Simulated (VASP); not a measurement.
Runs of VASP 6.6.1 on CaCoAu3. Symmetry: Pm-3m, No. 221, cubic system. The conventional cell has a = 4.851 Å, b = 4.851 Å, c = 4.851 Å, α = 90.00°, β = 90.00°, γ = 90.00°. Ca (site symmetry m-3m) has 12 Au at 3.43 Å as nearest neighbours. Around Co (site symmetry m-3m) lie 6 Au at 2.43 Å. Au (site symmetry 4/mmm) is surrounded by 2 Co at 2.43 Å. The cell was built by a generator and needn't be a form met in nature.

| level | gap on the mesh (eV) | pressure (GPa) | moment (μB) | relaxed volume (Å³/atom) |
| --- | --- | --- | --- | --- |
| PBE+D2 | none | 0.0 | 1.66 | 22.64 |
| PBE+TS | none | 0.0 | 1.54 | 22.11 |
| PBE+D3(BJ) | none | 0.1 | (c) | 21.88 |
| PBE+rVV10 | none | 0.0 | (d) | 22.36 |
| PBE+D3 | none | 0.0 | 1.66 | 22.66 |
| PBE+dDsC | none | -0.1 | (b) | 22.13 |
| PBE+D4 | none | 0.0 | 1.51 | (a) |
| PBE | none | -0.1 | 1.70 | - |

Alike in all rows: task relaxation of cell and atoms; potentials or basis VASP PAW PBE potentials, release 64 (Ca_sv, Co, Au); spin collinear, ferromagnetic start; cell relaxed; k mesh 5 × 5 × 5; cutoff (eV) 600; smearing fermi-dirac 0.05 eV.

Fill in the values left out.

(a) 21.96; (b) 1.55; (c) 1.50; (d) 1.61.

Caveats: pairwise dispersion overbinds metals, which lowers pressure and volume (some runs); atom-pairwise D2, TS and ULG terms overbind metals (some runs); the relaxation stopped at its first step, so nothing moved (some runs).

A k mesh can miss the band edges, and the runs leave out spin-orbit coupling on Au.

A gap of «none» marks a metal or a gap under the smearing width.
